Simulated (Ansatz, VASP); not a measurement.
# Cross-check of HfB2 between VASP and Ansatz

One calculation is typed for both programs; each brings its own data sets. How far apart do they land? The cell is taken from a series of runs on this material, whose earlier steps may have relaxed, scaled, displaced or heated it; both programs get it as it stands.

Main program and level: Ansatz 0.2.0; plane waves, with VASP 6.6.1 beside it; LDA.

## (1) Starting point

The structure is hexagonal, space group P6/mmm (No. 191). Conventional cell: a = 3.140 Å, b = 3.140 Å, c = 3.475 Å, α = 90.00°, β = 90.00°, γ = 120.00°. Nearest to B lie 3 B at 1.81 Å and 6 Hf at 2.51 Å. Nearest to Hf lie 12 B at 2.51 Å. Farther neighbours are not listed.

## (2) Ansatz: zone-centre phonons, LDA

Ansatz runs on its PAW soft_1 files.

Second derivatives magnify differences that forces hide, and they need a tight electronic threshold.

Contents of input.yaml:

```yaml
crystal:
  lattice:
    - [3.1403477788, 0.0, 0.0]
    - [-1.5701738894, 2.7196209532, 0.0]
    - [0.0, 0.0, 3.4749357069]
  atoms:
    - { symbol: B, position: [0.3333333333, 0.6666666667, 0.5] }
    - { symbol: B, position: [0.6666666667, 0.3333333333, 0.5] }
    - { symbol: Hf, position: [0.0, 0.0, 0.0] }
kpoints:
  mp_grid: { grid: [15, 15, 12] }
hamiltonian:
  xc: lda
  pseudopotentials: { kind: paw, azcp: { folder: soft_1 }, xc_functional: pbe }
scf:
  occupations: { method: methfessel_paxton, width: 0.2 }
output:
  eigenvalues: true
phonons:
  method: dfpt
```

On the command line:

```console
$ ansatz run input.yaml --threads 4 --pin off --max-ram 10240MiB --backend cpu --events-out ev --progress --plain --runs-dir out
```

Numbers of over 12 decimals in the logs are rounded to 6 here.

The program printed:

```text
zone centre: on kpoints.mp_grid the ground state, and the responses unless they are solved on pairs of k-points, stand on 448 of the mesh's 2700 k-points, reduced under 4 symmetry operations, with k and −k counted as one. Each operation leaves every solved displacement unchanged or reverses it
Engine: ansatz 0.2.0, x86_64-unknown-linux-gnu
Pseudopotentials: kind: paw
Pseudopotential: B, paw, valence charge 3, recommended cutoff 420 eV (normal), soft_1/B.paw.azcp
Pseudopotential: Hf, paw, valence charge 26, recommended cutoff 420 eV (normal), soft_1/Hf.paw.azcp
Functional definition: SPW92
  exchange = slater_x
  correlation = pw_c
Crystal: 3 atoms, lattice volume = 29.678 Å³
Basis set: ecut = 420 eV, 563 PW (Γ), exchange–correlation on 48×48×48 points (8 copies of the dense FFT grid, shifted against one another)
Bands: 20, of which v1, the nominal top of the filled ones, is band 16 counted from 1 (15 counted from 0)
Symmetry: 24 space group operations
k-points: 448 of 2700 (irreducible under 4 space group operations, time reversal used)
Non-local potential: B, projectors of the file, l = 0: 2, l = 1: 2, l = 2: 1
Non-local potential: Hf, projectors of the file, l = 0: 3, l = 1: 2, l = 2: 2, l = 3: 3
PAW form: soft (Blöchl's): semilocal exchange-correlation on the pseudo side does not see the compensation charge
PAW frozen core: B, regenerated for the run's functional, and the local potential with it (the file was generated under x = pbe(κ = 0.804, μ = 0.219515), c = pbe(β = 0.066725))
PAW frozen core: Hf, regenerated for the run's functional, and the local potential with it (the file was generated under x = pbe(κ = 0.804, μ = 0.219515), c = pbe(β = 0.066725))
PAW one-centre angular grid: B, 110 points (default); XC on 64 Gauss nodes
PAW one-centre angular grid: Hf, 590 points (default); XC on 64 Gauss nodes
Initial density: superposition of atomic densities (chi_scale 0.1, normalization cell, long waves kept (reshape's long-wave potential 0.00 eV rms))
Initial wavefunctions: pseudopotential atomic-orbital guess
Functional: x = slater, c = lda
SCF iter   1: F=—  HF=-15780.900152 eV  |F-HF|=—  |Δ(HF+E_count)|=         —  Δρ=6.42e-2  dr2=1.96e0  ethr=3.10e-3  ⟨swp⟩=4.0  Hψ=34936  notcnv=0
preconditioner: auto → none  [metal: Δε(μ)=0.035 eV  Ē_g=16.673 eV  σ=0.200 eV  W_gap=0.15  n_scr=8 (ndim 8)  ℏωp=37.3 eV  f_vac=0.000  D(μ)=0.24/eV (n_scr^D=0)  sad-step TF]
SCF iter   2: F=—  HF=-15780.484120 eV  |F-HF|=—  |Δ(HF+E_count)|=   4.16e-1  S|Δr|=    0.00e0  Δρ=3.39e-2  dr2=5.61e-1  ethr=3.10e-3  ⟨swp⟩=2.4  Hψ=16003  notcnv=0
SCF iter   3: F=—  HF=-15780.347112 eV  |F-HF|=—  |Δ(HF+E_count)|=   1.37e-1  S|Δr|=    0.00e0  Δρ=1.02e-2  dr2=1.94e-2  ethr=1.75e-3  ⟨swp⟩=2.1  Hψ=18355  notcnv=0
SCF iter   4: F=—  HF=-15780.292386 eV  |F-HF|=—  |Δ(HF+E_count)|=   5.47e-2  S|Δr|=    0.00e0  Δρ=2.92e-3  dr2=1.35e-3  ethr=6.06e-5  ⟨swp⟩=2.5  Hψ=18565  notcnv=0
SCF iter   5: F=—  HF=-15780.295166 eV  |F-HF|=—  |Δ(HF+E_count)|=   2.78e-3  S|Δr|=    0.00e0  Δρ=9.52e-4  dr2=2.67e-4  ethr=4.22e-6  ⟨swp⟩=2.0  Hψ=16347  notcnv=0
SCF iter   6: F=—  HF=-15780.294950 eV  |F-HF|=—  |Δ(HF+E_count)|=   2.16e-4  S|Δr|=    0.00e0  Δρ=1.16e-4  dr2=7.11e-6  ethr=8.36e-7  ⟨swp⟩=2.0  Hψ=16133  notcnv=0
SCF iter   7: F=—  HF=-15780.294949 eV  |F-HF|=—  |Δ(HF+E_count)|=   1.21e-6  S|Δr|=    0.00e0  Δρ=3.33e-5  dr2=5.21e-7  ethr=2.22e-8  ⟨swp⟩=2.1  Hψ=14611  notcnv=0
SCF iter   8: F=—  HF=-15780.294949 eV  |F-HF|=—  |Δ(HF+E_count)|=   2.53e-7  S|Δr|=    0.00e0  Δρ=4.42e-6  dr2=6.51e-9  ethr=1.63e-9  ⟨swp⟩=2.0  Hψ=12187  notcnv=0
SCF iter   9: F=—  HF=-15780.294949 eV  |F-HF|=—  |Δ(HF+E_count)|=   1.60e-9  S|Δr|=    0.00e0  Δρ=3.35e-7  dr2=4.84e-11  ethr=2.04e-11  ⟨swp⟩=2.1  Hψ=15523  notcnv=0
SCF iter  10: F=-15780.294949 eV  HF=-15780.294949 eV  |F-HF|=0.00e0  |Δ(HF+E_count)|=  7.28e-12  S|Δr|=    0.00e0  Δρ=4.18e-8  dr2=2.27e-13  ethr=1.00e-12  ⟨swp⟩=6.1  Hψ=44246  notcnv=0
SCF 1 converged in 10 iterations: F = -15780.294949 eV  dr2 = 2.27e-13
  greatest PAW one-centre occupation: 0.998 electrons in one spin orbital (limit 2), on the Hf atom at site 2 (counted from 0), in its partial waves of l = 3
DFPT response loops at Γ: preconditioner auto → Kerker (q_TF=auto, 2.763 Å⁻¹) (partly filled bands, converged f_vac=0.000); β = 1.00, the filter's whole step (`scf.mixing.beta` (0.50) is not read by the response loops under this deck's `scf.mixing.preconditioner`; to damp them name `kerker` or `kerker_dos`, under which they read `scf.mixing.beta`, and type it under 1.00, their step now; both keys bind the ground state too); Broyden in place of MSR1
SCF converged after 10 iterations
Stability not checked: this state was not tested for a lower state beside it, because cold or Methfessel-Paxton smearing, or corrected tetrahedra, fill the levels in a way that the test cannot read (fill_not_monotonic; see scf.lower_state_search)
Free energy (F): -15780.294949 eV
Harris-Foulkes:  -15780.294949 eV  (|F-HF|=0.00e0)
Internal energy: -15780.295403 eV  (E = F + TS)
E sigma→0 (E₀):  -15780.295063 eV
Entropy (-TS):   0.000454 eV (0.151 meV/atom)
Fermi energy:    18.895704 eV
--- Per-component energies (eV) ---
  E_band       = 76.886586
  E_kinetic    = 511.994499
  E_local      = -6531.931276  (includes V_loc(G=0)·N_el)
  E_nonlocal   = 89.971989
  E_hartree    = 3208.528018
  E_xc         = -332.224081
  E_vxc        = -335.460220  (∫ρ·V_xc dr)
  E_paw        = -7599.705728  (= ΣΔE_a)
  E_vpaw       = -74.744571  (= ΣTr[D̂ρ^β])
  E_aug_tail   = 0.000162  (compensation charges beyond the density's cutoff)
  E_ewald      = -5129.477743
  E_core_change = 2.548757  (= ΣΔE_core)
  E_smearing   = 0.000454  (= −TS)
  E_closure    = 0.000000  (closes the sum)
  Σ components = -15780.294949   (vs F -15780.294949, Δ=0.00e0)
--- Band table (eV; the first three rows and the last of 448) ---
  k-point 0: bands = [... 12 lower, 15.8686, 15.9696, 15.9696, 16.2301, 22.7975, 22.7975, 23.4657, 23.4657]
  k-point 1: bands = [... 12 lower, 14.9857, 16.0415, 16.0415, 17.0710, 22.0116, 22.0116, 23.2300, 23.2300]
  k-point 2: bands = [... 12 lower, 13.9099, 16.2539, 16.2539, 18.0461, 21.0265, 21.0265, 22.6088, 22.6088]
  k-point 447: bands = [... 12 lower, 11.7274, 13.8185, 14.4435, 15.9931, 22.8121, 24.0299, 24.2131, 25.3918]
--- Phonons (Γ-DFPT): 4 representative perturbations + reference, on 448 of 2700 k-points (Σ response iterations 12) ---
  k mesh reduced under 4 symmetry operations, with k and −k counted as one. Each operation leaves every solved displacement unchanged or reverses it
  ASR residual: 1.178e-5 → 0.000e0 eV/Å²; symmetrization residual: 7.647e-7 eV/Å²
  ASR residual per site (eV/Å²): 1.09e-6 1.09e-6 1.18e-5
  Γ frequencies (cm⁻¹): 0.00 0.00 0.00 432.39 432.39 449.76 545.27 789.41 789.41
  non-analytic LO–TO correction: not included (Born effective charges unavailable; polar crystals: no LO–TO splitting at Γ)
```

In the SCF lines HF is the Harris–Foulkes energy and dr2 the Hartree energy of the density residual, in eV; the loop may stop once dr2 is under the threshold and the program's other checks hold. Hψ counts applications of the Hamiltonian.

(Part 1 of 2 ends here.)

[Lines on the potential files, build, host, timing and source positions are cut from VASP's logs without a mark.]

[Logs are printed without paths, hosts, clocks, repeated set-up lines and the standing remarks that a program may print on its own settings, such as how far it seeks lower states.]

[Hosts, paths, dates, database ids (printed as entryN), source tags and the programs' standing remarks are cut or masked in the printed files.]
